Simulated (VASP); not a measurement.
# Si2Cl (R-3m) in VASP: settings compared

The runs below take Si2Cl through relaxation of cell and atoms, relaxation of the atoms, atomic charges, with PBE, RPBE, PBE0+D2.

All numbers are computed with VASP 6.6.1; they aren't measurements. Logs are shortened: lines on timing, memory, paths and dates and some standing lists are left out, and cuts for length are marked.

**1. The crystal as given**

It takes space group R-3m (No. 166, trigonal). The conventional cell has a = 3.881 Å, b = 3.881 Å, c = 16.501 Å, α = 90.00°, β = 90.00°, γ = 120.00°. Around Si (site symmetry 3m) lie 3 Si at 2.34 Å and 1 Cl at 2.41 Å. Around Cl (site symmetry -3m) lie 2 Si at 2.41 Å.

The cell was built by a generator and needn't be a form met in nature.

**2. Relaxation of cell and atoms, PBE**

INCAR reads:

```
PREC     = Accurate       # precision mode
ENCUT    = 600            # plane-wave cutoff, eV
EDIFF    = 1E-6           # SCF threshold, eV
ISMEAR   = 0              # smearing method
SIGMA    = 0.05           # smearing width, eV
LREAL    = F              # projectors in reciprocal space
LASPH    = T              # aspherical terms in the spheres
NELM     = 80             # most SCF steps
ALGO     = Normal         # electronic algorithm
ISIF     = 3              # what is computed and relaxed
LWAVE    = F              # write WAVECAR
LCHARG   = F              # write CHGCAR
GGA      = PE             # functional
IBRION   = 2              # ionic algorithm
NSW      = 40             # ionic steps
EDIFFG   = -0.005         # ionic threshold
```

KPOINTS reads:

```
regular mesh
0
Gamma
  8 8 8
```

POSCAR reads:

```
Si2Cl
1.0
    1.9403900000      1.1202900000      5.5003700000
   -1.9403900000      1.1202900000      5.5003700000
    0.0000000000     -2.2405700000      5.5003700000
Si Cl
2 1
Direct
    0.1457800000      0.1457800000      0.1457800000
    0.8542200000      0.8542200000      0.8542200000
    0.0000000000      0.0000000000      0.0000000000
```

Potentials or basis: VASP PAW PBE potentials, release 64 (Si, Cl).

On the command line:

```console
> cat potpaw_PBE.64/Si/POTCAR potpaw_PBE.64/Cl/POTCAR > POTCAR
> mpirun -np 1 vasp_std > vasp.out
```

OUTCAR:

```text
PREC = Accurate
   ENCUT = 600
   EDIFF = 1E-6
   ISMEAR = 0
   LREAL = F
   LASPH = T
   NELM = 80
   ISIF = 3
   GGA = PE
   IBRION = 2
   NSW = 40
   EDIFFG = -0.005

 ion  position               nearest neighbor table
   1  0.146  0.146  0.146-   2 2.34   2 2.34   2 2.34   3 2.41
   2  0.854  0.854  0.854-   1 2.34   1 2.34   1 2.34   3 2.41
   3  0.000  0.000  0.000-   1 2.41   2 2.41

  LATTYP: Found a trigonal (rhomboedric) cell.
 ALAT       =     5.9392114942
 COS(alpha) =     0.7865227124

  Lattice vectors:

 A1 = (   1.9403900000,   1.1202900000,   5.5003700000)
 A2 = (  -1.9403900000,   1.1202900000,   5.5003700000)
 A3 = (   0.0000000000,  -2.2405700000,   5.5003700000)

Analysis of symmetry for initial positions (statically):
=====================================================================
 Subroutine PRICEL returns:
 Original cell was already a primitive cell.

 Routine SETGRP: Setting up the symmetry group for a
 trigonal (rhombohedral) supercell.

 Subroutine GETGRP returns: Found 12 space group operations
 (whereof 12 operations were pure point group operations)
 out of a pool of 12 trial point group operations.

The static configuration has the point symmetry D_3d.

Analysis of symmetry for dynamics (positions and initial velocities):
=====================================================================
 Subroutine PRICEL returns:
 Original cell was already a primitive cell.

 Routine SETGRP: Setting up the symmetry group for a
 trigonal (rhombohedral) supercell.

 Subroutine GETGRP returns: Found 12 space group operations
 (whereof 12 operations were pure point group operations)
 out of a pool of 12 trial point group operations.

The dynamic configuration has the point symmetry D_3d.

 Subroutine INISYM returns: Found 12 space group operations
 (whereof 12 operations are pure point group operations),
 and found     1 'primitive' translations

----------------------------------------------------------------------------------------

                                     Primitive cell

  volume of cell :      71.7400

  direct lattice vectors                    reciprocal lattice vectors
     1.940390000  1.120290000  5.500370000     0.257680157  0.148771445  0.060601894
    -1.940390000  1.120290000  5.500370000    -0.257680157  0.148771445  0.060601894
     0.000000000 -2.240570000  5.500370000     0.000000000 -0.297542891  0.060602164

  length of vectors
     5.939211494  5.939211494  5.939210727     0.303652097  0.303652097  0.303651765

  position of ions in fractional coordinates (direct lattice)
     0.145780000  0.145780000  0.145780000
     0.854220000  0.854220000  0.854220000
     0.000000000  0.000000000  0.000000000

  ion indices of the primitive-cell ions
   primitive index   ion index
                 1           1
                 2           2
                 3           3

----------------------------------------------------------------------------------------

 KPOINTS: regular mesh

Automatic generation of k-mesh.
 Grid dimensions read from file:
 generate k-points for:    8    8    8

 Generating k-lattice:

  Cartesian coordinates                     Fractional coordinates (reciprocal lattice)
     0.032210020  0.018596431  0.007575237     0.125000000 -0.000000000  0.000000000
    -0.032210020  0.018596431  0.007575237    -0.000000000  0.125000000  0.000000000
     0.000000000 -0.037192861  0.007575271     0.000000000  0.000000000  0.125000000

  Length of vectors
     0.037956512  0.037956512  0.037956471

  Shift w.r.t. Gamma in fractional coordinates (k-lattice)
     0.000000000  0.000000000  0.000000000

 Subroutine IBZKPT returns following result:
 ===========================================

 Found     65 irreducible k-points:

 Following reciprocal coordinates:
            Coordinates               Weight
  0.000000  0.000000  0.000000      1.000000
  0.125000  0.000000  0.000000      6.000000
  0.250000  0.000000  0.000000      6.000000
  0.375000 -0.000000 -0.000000      6.000000
  0.500000  0.000000  0.000000      3.000000
  0.125000  0.125000  0.000000      6.000000
[... 16 lines left out ...]
  0.250000  0.125000  0.125000      6.000000
  0.375000  0.125000  0.125000      6.000000
 [... further k-points ...]
   k-points           NKPTS =     65   k-points in BZ     NKDIM =     65   number of bands    NBANDS=     11
   number of dos      NEDOS =    301   number of ions     NIONS =      3
   total plane-waves  NPLWV = 110592
   dimension x,y,z NGX =    48 NGY =   48 NGZ =   48
   dimension x,y,z NGXF=    96 NGYF=   96 NGZF=   96
   ions per type =               2   1
   NGX,Y,Z   is equivalent  to a cutoff of  13.44, 13.44, 13.44 a.u.
   NGXF,Y,Z  is equivalent  to a cutoff of  26.87, 26.87, 26.87 a.u.
 SYSTEM =  unknown system
   PREC   = accura    normal or accurate (medium, high low for compatibility)
   ISTART =      0    job   : 0-new  1-cont  2-samecut
   ICHARG =      2    charge: 1-file 2-atom 10-const
   ISPIN  =      1    spin polarized calculation?
   LNONCOLLINEAR =      F non collinear calculations
   LSORBIT =      F    spin-orbit coupling
   LASPH  =      T    aspherical Exc in radial PAW
   ENCUT  =  600.0 eV  44.10 Ry    6.64 a.u.  11.86 11.86 11.86*2*pi/ulx,y,z
   NELM   =     80;   NELMIN=  2; NELMDL= -5     # of ELM steps
   EDIFF  = 0.1E-05   stopping-criterion for ELM
   LREAL  =      F    real-space projection
   EDIFFG = -.5E-02   stopping-criterion for IOM
   NSW    =     40    number of steps for IOM
   IBRION =      2    ionic relax: 0-MD 1-quasi-New 2-CG
   NFREE  =      1    steps in history (QN), initial steepest desc. (CG)
   ISIF   =      3    stress and relaxation
   ISYM   =      2    0-nonsym 1-usesym 2-fastsym
   POTIM  = 0.5000    time-step for ionic-motion
   TEBEG  =    0.0;   TEEND  =   0.0 temperature during run
   PSTRESS=    0.0 pullay stress
   NELECT =      15.0000    total number of electrons
   NUPDOWN=      -1.0000    fix difference up-down
   EMIN   =  10.00;   EMAX   =-10.00  energy-range for DOS
   EFERMI =   0.00;   METHOD = LEGACY
   ISMEAR =     0;   SIGMA  =   0.05  broadening in eV -4-tet -1-fermi 0-gaus
   EFERMI_NEDOS =   21; number of points for ismear=-14 and -15
   IALGO  =     38    algorithm
   IMIX   =      4    mixing-type and parameters
     AMIX     =   0.40;   BMIX     =  1.00
     AMIX_MAG =   1.60;   BMIX_MAG =  1.00
  volume/ion in A,a.u.               =      23.91       161.38
  Fermi-wavevector in a.u.,A,eV,Ry     =   0.971669  1.836187 12.845801  0.944140
  Thomas-Fermi vector in A             =   2.101904
   LORBIT       =      0    0 simple, 1 ext, 2 COOP (PROOUT), +10 PAW based schemes
   GGA     = PE    functional components
   LHFCALC =     F    Hartree Fock is set to
   AEXX    =    0.0000 exact exchange contribution
   IVDW    =     0    specifies the selected vdW correction
   LEPSILON=     F    determine dielectric tensor
   LRPA    =     F    only Hartree local field effects (RPA)
 conjugate gradient relaxation of ions
 non-spin polarized calculation
 Gauss-broadening in eV      SIGMA  =   0.05
  energy-cutoff  :      600.00
  volume of cell :       71.74
 maximum number of plane-waves:      2416
   NGX = 23   NGY = 23   NGZ = 23

--------------------------------------- Ionic step        1  -------------------------------------------

 number of electron      14.9999999 magnetization

 Free energy of the ion-electron system (eV)
  ---------------------------------------------------
  ext. energy  EPLUGINS =         0.00000000
  ---------------------------------------------------
  free energy    TOTEN  =       -12.90486877 eV

  energy without entropy =      -12.90308988  energy(sigma->0) =      -12.90397933

------------------------ aborting loop because EDIFF is reached ----------------------------------------

  FORCE on cell =-STRESS in cart. coord.  units (eV):
  Direction    XX          YY          ZZ          XY          YZ          ZX
  --------------------------------------------------------------------------------------
  -------------------------------------------------------------------------------------
  Total       -0.0211795     -0.0211796     -0.0255612      0.0000000     -0.0000000      0.0000000
  in kB       -0.4730043     -0.4730059     -0.5708616      0.0000000     -0.0000003      0.0000000
  external PRESSURE =      -0.5056239 kB  Pullay stress =       0.0000000 kB
[... 207 lines left out ...]
  energy  without entropy=      -12.9031092665  energy(sigma->0) =      -12.90400314

--------------------------------------- Ionic step        7  -------------------------------------------

 number of electron      14.9999999 magnetization

 Free energy of the ion-electron system (eV)
  ---------------------------------------------------
  ext. energy  EPLUGINS =         0.00000000
  ---------------------------------------------------
  free energy    TOTEN  =       -12.90490268 eV

  energy without entropy =      -12.90311094  energy(sigma->0) =      -12.90400681

 E-fermi :   3.9029     XC(G=0):  -8.5486

 val. band max:        3.8619168040   @ k =   0.3750   0.2500  -0.0000
 cond. band min:       3.9082802617   @ k =   0.5000   0.2500  -0.0000
 fundamental gap:      0.0463634577
 Fermi energy:         3.9028957323

 k-point     1 :       0.0000    0.0000    0.0000
  band No.  band energies     occupation
      1     -12.3208      2.00000
      2      -6.7969      2.00000
      3      -3.5077      2.00000
      4       0.8455      2.00000
      5       0.8455      2.00000
      6       2.6932      2.00000
      7       2.6932      2.00000
      8       4.7007      0.00000
      9       6.5253      0.00000
     10       6.9587      0.00000
     11       6.9587      0.00000
[... 309 lines left out ...]
 k-point    24 :       0.3750    0.1250    0.1250
  band No.  band energies     occupation
      1     -12.1838      2.00000
      2      -6.4593      2.00000
      3      -2.7692      2.00000
      4      -0.7132      2.00000
      5       0.6755      2.00000
      6       0.8797      2.00000
      7       1.8909      2.00000
      8       3.8174      1.98435
      9       5.7459      0.00000
     10       7.6257      0.00000
     11       8.9874      0.00000

 [... further k-points ...]
[... 5 lines left out ...]
  --------------------------------------------------------------------------------------
  -------------------------------------------------------------------------------------
  Total        0.0045124      0.0045125     -0.0050481      0.0000000     -0.0000000      0.0000000
  in kB        0.1008657      0.1008661     -0.1128394      0.0000000     -0.0000001      0.0000000
  external PRESSURE =       0.0296308 kB  Pullay stress =       0.0000000 kB
[... 18 lines left out ...]
  FREE ENERGIE OF THE ION-ELECTRON SYSTEM (eV)
  ---------------------------------------------------
  free  energy   TOTEN  =       -12.9049026816 eV

  energy  without entropy=      -12.9031109420  energy(sigma->0) =      -12.90400681

 reached required accuracy - stopping structural energy minimisation
```

It took 4.8 min on 1 thread of Intel Xeon Platinum 8259CL at 2.50GHz (Skylake/Cascade Lake), shared host; peak memory 0.35 GiB.

Results:

- Free energy: -12.9049 eV
- Relaxed volume: 23.89 Å³/atom
- Relaxed cell: a = 5.937 Å, b = 5.937 Å, c = 5.937 Å, α = 38.15°, β = 38.15°, γ = 38.15°
- Space group after relaxing (to 0.05 Å): R-3m (No. 166)
- Energy gained by relaxing: 0.0 meV/atom
- Ionic steps: 7
- Pressure after relaxing: 0.0 GPa
- Band gap on the k mesh: none (metal or under the smearing width)

Final structure:
```
Si Cl
1.0
     1.94000    1.12006    5.49774
    -1.94000    1.12006    5.49774
     0.00000   -2.24012    5.49774
Si Cl
2 1
Cartesian
  0.0000 0.0000 2.4056
  0.0000 0.0000 14.0876
  0.0000 0.0000 0.0000
```

Caveat: an odd number of electrons without spin polarisation forces a metal; a magnetic or distorted state may lie lower.

(Continued in part 2 of 2.)
